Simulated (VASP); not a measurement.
# SiGe (space group P6_3mc): computed properties

Level of theory: PBEsol GGA, VASP's PBE PAW potentials (set 64) (plane waves; VASP).

For SiGe, the space group is P6_3mc (186) and the cell is a = b = 3.9003 Å, c = 6.4319 Å, α = β = 90.00°, γ = 120.00°. The volume per atom is 21.18 Å³/atom and the band gap (over mesh and band path) comes out as 0.34 eV. The smallest direct gap (over mesh and band path) comes out as 0.40 eV and the Hill bulk modulus comes out as 81.8 GPa. The Hill shear modulus is 57.6 GPa, the Poisson's ratio comes out as 0.215 and the band-edge character without spin-orbit coupling is indirect, Γ to M. The band gap with spin-orbit coupling is 0.27 eV, the density comes out as 3.95 g/cm³ and the optical Γ-point spectrum is 62 (×2), 230, 383, 394 (×2), 405 (×2), 407 cm⁻¹. The C11 is 169 GPa, the C12 comes out as 46.2 GPa and the C13 is 27.7 GPa. The C33 is 195 GPa and the C44 comes out as 45.1 GPa. The C66 is 61.4 GPa.

GeSi is modelled in the hexagonal space group P6₃mc (No. 186), the wurtzite structure, Pearson symbol hP4. Cell: a = b = 3.900 Å, c = 6.432 Å, α = β = 90.00°, γ = 120.00°. Si on 2b is coordinated by 4 Ge at 2.393–2.407 Å (tetrahedral). Ge on 2b has 4 Si at 2.393–2.407 Å (tetrahedral). (Neighbours: up to the widest gap in distance over summed covalent radii, below 1.35, at either atom.)

The structure comes from a computed database's SiGe entry (P6_3mc); how it stands against other phases isn't given here. It was relaxed first. Symmetry was kept, so distortions that lower it aren't found.
